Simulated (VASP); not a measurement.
Computed with LDA (Ceperley-Alder, Perdew-Zunger), VASP's LDA PAW potentials (set 64) (plane waves; VASP).

The input files of a VASP run:

**INCAR**
```
! general
SYSTEM =Ti
PREC   =Accurate
ENCUT  =500   ! plane-wave cut-off (eV)
LREAL  =.FALSE.
LASPH  =.TRUE.

! electronic loop
EDIFF  =1E-6   ! SCF stop (eV)
NELM   =100   ! most electronic steps
ALGO   =Normal
LMAXMIX=4

! smearing
ISMEAR =1
SIGMA  =0.1   ! width (eV)

! ions
IBRION =2   ! conjugate gradients
NSW    =40   ! most ionic steps
ISIF   =3   ! ions, shape and volume
EDIFFG =-0.02
PSTRESS=100

! output
LWAVE  =.FALSE.
LCHARG =.FALSE.
```

**POSCAR**
```
Ti
1.0
  1.3970992248  -2.4198469007   0.0000000000
  1.3970992248   2.4198469007   0.0000000000
  0.0000000000   0.0000000000   4.4296932351
Ti
2
direct
  0.3333330000   0.6666670000   0.2500000000
  0.6666670000   0.3333330000   0.7500000000
```

**KPOINTS**
```
Regular mesh
0
gamma
15 15 8
0 0 0
```

POTCAR, in this order: Ti_sv (LDA.64 set). Program: vasp_std.

Output of the run:

OSZICAR:
```
       N       E                     dE             d eps       ncg     rms          rms(c)
DAV:   1     0.238986480972E+03    0.23899E+03   -0.13320E+04  4344   0.187E+03
DAV:   2     0.887912419624E+01   -0.23011E+03   -0.22852E+03  4400   0.486E+02
DAV:   3    -0.177341411811E+02   -0.26613E+02   -0.26268E+02  8472   0.134E+02
DAV:   4    -0.186510909321E+02   -0.91695E+00   -0.91694E+00  4416   0.268E+01
DAV:   5    -0.186968805751E+02   -0.45790E-01   -0.45789E-01  6912   0.418E+00    0.136E+01
DAV:   6    -0.170205129153E+02    0.16764E+01   -0.58567E+00  5352   0.292E+01    0.395E+00
DAV:   7    -0.170057174486E+02    0.14795E-01   -0.77718E-01  6392   0.756E+00    0.210E+00
DAV:   8    -0.170411682130E+02   -0.35451E-01   -0.25311E-01  4928   0.687E+00    0.741E-01
DAV:   9    -0.170324076005E+02    0.87606E-02   -0.47564E-02  4992   0.287E+00    0.110E-01
DAV:  10    -0.170328968072E+02   -0.48921E-03   -0.31000E-03  6456   0.443E-01    0.827E-02
DAV:  11    -0.170328731588E+02    0.23648E-04   -0.24493E-04  5976   0.156E-01    0.239E-02
DAV:  12    -0.170328647910E+02    0.83678E-05   -0.25015E-05  6488   0.515E-02    0.357E-03
DAV:  13    -0.170328649825E+02   -0.19150E-06   -0.94719E-07  3264   0.121E-02
   1 F= -.15163439E+02 E0= -.15163809E+02  d E =-.151634E+02
       N       E                     dE             d eps       ncg     rms          rms(c)
DAV:   1    -0.170350012374E+02   -0.21364E-02   -0.15358E-02  5088   0.189E+00    0.158E-01
DAV:   2    -0.170346792867E+02    0.32195E-03   -0.14249E-03  4904   0.522E-01    0.694E-02
DAV:   3    -0.170346128194E+02    0.66467E-04   -0.52946E-04  6968   0.218E-01    0.303E-02
DAV:   4    -0.170346167766E+02   -0.39571E-05   -0.51752E-05  5504   0.912E-02    0.112E-02
DAV:   5    -0.170346218615E+02   -0.50850E-05   -0.19618E-05  6896   0.352E-02    0.102E-02
DAV:   6    -0.170346225938E+02   -0.73230E-06   -0.28588E-06  3552   0.210E-02
   2 F= -.15163454E+02 E0= -.15163830E+02  d E =-.145856E-04
```

OUTCAR:
```
------------------------ aborting loop because EDIFF is reached ----------------------------------------
  FORCE on cell =-STRESS in cart. coord.  units (eV):
  Direction    XX          YY          ZZ          XY          YZ          ZX
  --------------------------------------------------------------------------------------
  Total        1.8431764      1.8431765      1.8611245      0.0000000      0.0000000      0.0000000
  in kB       98.5040222     98.5040276     99.4632139      0.0000000      0.0000000      0.0000000
  external PRESSURE =      -1.1762454 kB  Pullay stress =     100.0000000 kB
  volume of cell :       29.98
      direct lattice vectors                 reciprocal lattice vectors
     1.396993196 -2.419663260  0.000000000     0.357911550 -0.206640324 -0.000000000
     1.396993196  2.419663260  0.000000000     0.357911550  0.206640324 -0.000000000
     0.000000000  0.000000000  4.434496466    -0.000000000  0.000000000  0.225504746
 POSITION                                       TOTAL-FORCE (eV/Angst)
 -----------------------------------------------------------------------------------
      1.39699      0.80656      1.10862        -0.000000     -0.000000      0.000000
      1.39699     -0.80656      3.32587         0.000000      0.000000      0.000000
 -----------------------------------------------------------------------------------
    total drift:                               -0.000149      0.001034     -0.000018
  FREE ENERGIE OF THE ION-ELECTRON SYSTEM (eV)
  ---------------------------------------------------
  free  energy   TOTEN  =       -17.0346225938 eV

  energy  without entropy=      -17.0357516579  energy(sigma->0) =      -17.03499895
  enthalpy is  TOTEN    =       -15.1634538792 eV   P V=        1.8711687146

 reached required accuracy - stopping structural energy minimisation
```
(Selected blocks of OUTCAR.)

CONTCAR:
```
Ti
   1.00000000000000
     1.3969931964194293   -2.4196632595671228    0.0000000000000000
     1.3969931964194293    2.4196632595671228    0.0000000000000000
     0.0000000000000000    0.0000000000000000    4.4344964658596462
  Ti
     2
Direct
     0.3333330000000032    0.6666669999999968    0.2500000000000000
     0.6666669999999968    0.3333330000000032    0.7500000000000000
```

The compound is Ti in the hcp structure. This run relaxes it under an external pressure of 10 GPa. Symmetry was kept, so distortions that lower it aren't found.
